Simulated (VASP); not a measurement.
These are PBE GGA, VASP's PBE PAW potentials (set 64) (plane waves; VASP) values and carry that method's errors.

Input for VASP

**KPOINTS**
```
Automatic
0
G
  8 8 8
0 0 0
```

File POSCAR:
```
KF
1.0
  0.0000000000   2.7103066905   2.7103066905
  2.7103066905   0.0000000000   2.7103066905
  2.7103066905   2.7103066905   0.0000000000
K F
1 1
Cart
  0.0000000000   0.0000000000   0.0000000000
  2.7103066905   2.7103066905   2.7103066905
```

**INCAR**
```
ALGO=Normal   # blocked Davidson
SIGMA=0.05   # width (eV)
IBRION=2   # conjugate gradients
SYSTEM=KF
EDIFF=1E-6
LCHARG=.FALSE.
ISMEAR=0   # Gaussian
GGA=PE   # PBE
LWAVE=.FALSE.
LASPH=.TRUE.   # aspherical one-centre terms
NSW=40
ISIF=3   # ions, shape and volume
NELM=100   # most electronic steps
EDIFFG=-0.02
ENCUT=620
PREC=Accurate
LREAL=.FALSE.
```

POTCAR, in this order: K_sv F (PBE.64 set). Program: vasp_std.

Output

**OUTCAR**
```
 ion  position               nearest neighbor table
   1  0.000  0.000  0.000-   2 2.71   2 2.71   2 2.71   2 2.71   2 2.71   2 2.71
   2  0.500  0.500  0.500-   1 2.71   1 2.71   1 2.71   1 2.71   1 2.71   1 2.71
  LATTYP: Found a face centered cubic cell.
 ALAT       =     5.4206133810
 Subroutine PRICEL returns:
 Original cell was already a primitive cell.
 Subroutine GETGRP returns: Found 48 space group operations
The static configuration has the point symmetry O_h .
The dynamic configuration has the point symmetry O_h .
 Subroutine INISYM returns: Found 48 space group operations
 Subroutine IBZKPT returns following result:
 Found     29 irreducible k-points:

 Following reciprocal coordinates:
            Coordinates               Weight
  0.000000  0.000000  0.000000      1.000000
  0.125000  0.000000  0.000000      8.000000
  0.250000  0.000000  0.000000      8.000000
  0.375000  0.000000  0.000000      8.000000
  0.500000  0.000000  0.000000      4.000000
  0.125000  0.125000  0.000000      6.000000
  0.250000  0.125000  0.000000     24.000000
  0.375000  0.125000  0.000000     24.000000
  0.500000  0.125000  0.000000     24.000000
...
```

File OSZICAR:
```
       N       E                     dE             d eps       ncg     rms          rms(c)
DAV:   1     0.129424407402E+03    0.12942E+03   -0.92128E+03   696   0.147E+03
DAV:   2    -0.378936188378E+01   -0.13321E+03   -0.12143E+03   856   0.344E+02
DAV:   3    -0.941552231803E+01   -0.56262E+01   -0.56022E+01   888   0.706E+01
DAV:   4    -0.957582314945E+01   -0.16030E+00   -0.16019E+00  1084   0.993E+00
DAV:   5    -0.957704990992E+01   -0.12268E-02   -0.12267E-02   860   0.103E+00    0.626E+00
DAV:   6    -0.833200557715E+01    0.12450E+01   -0.43986E+00   756   0.180E+01    0.362E+00
DAV:   7    -0.830351380185E+01    0.28492E-01   -0.12468E-01   952   0.317E+00    0.217E+00
DAV:   8    -0.829916872668E+01    0.43451E-02   -0.58187E-02   744   0.285E+00    0.210E-01
DAV:   9    -0.830091345122E+01   -0.17447E-02   -0.63700E-03   948   0.666E-01    0.121E-01
DAV:  10    -0.830148143387E+01   -0.56798E-03   -0.88813E-04   792   0.298E-01    0.611E-02
DAV:  11    -0.830162374002E+01   -0.14231E-03   -0.35607E-04   740   0.155E-01    0.200E-02
DAV:  12    -0.830161581155E+01    0.79285E-05   -0.61768E-05   896   0.664E-02    0.724E-03
DAV:  13    -0.830161543693E+01    0.37462E-06   -0.52527E-06   764   0.232E-02
   1 F= -.83016154E+01 E0= -.83016154E+01  d E =-.830162E+01
```

**OUTCAR**
```
------------------------ aborting loop because EDIFF is reached ----------------------------------------
  FORCE on cell =-STRESS in cart. coord.  units (eV):
  Direction    XX          YY          ZZ          XY          YZ          ZX
  --------------------------------------------------------------------------------------
  Total       -0.0044111     -0.0044111     -0.0044111      0.0000000      0.0000000      0.0000000
  in kB       -0.1774897     -0.1774897     -0.1774897      0.0000000      0.0000000      0.0000000
  external PRESSURE =      -0.1774897 kB  Pullay stress =       0.0000000 kB
  volume of cell :       39.82
      direct lattice vectors                 reciprocal lattice vectors
     0.000000000  2.710306690  2.710306690    -0.184480967  0.184480967  0.184480967
     2.710306690  0.000000000  2.710306690     0.184480967 -0.184480967  0.184480967
     2.710306690  2.710306690  0.000000000     0.184480967  0.184480967 -0.184480967
  FREE ENERGIE OF THE ION-ELECTRON SYSTEM (eV)
  ---------------------------------------------------
  free  energy   TOTEN  =        -8.3016154369 eV

  energy  without entropy=       -8.3016154369  energy(sigma->0) =       -8.30161544

 reached required accuracy - stopping structural energy minimisation
```
(Selected blocks of OUTCAR.)

The compound is KF in the rock salt structure. It was relaxed first.
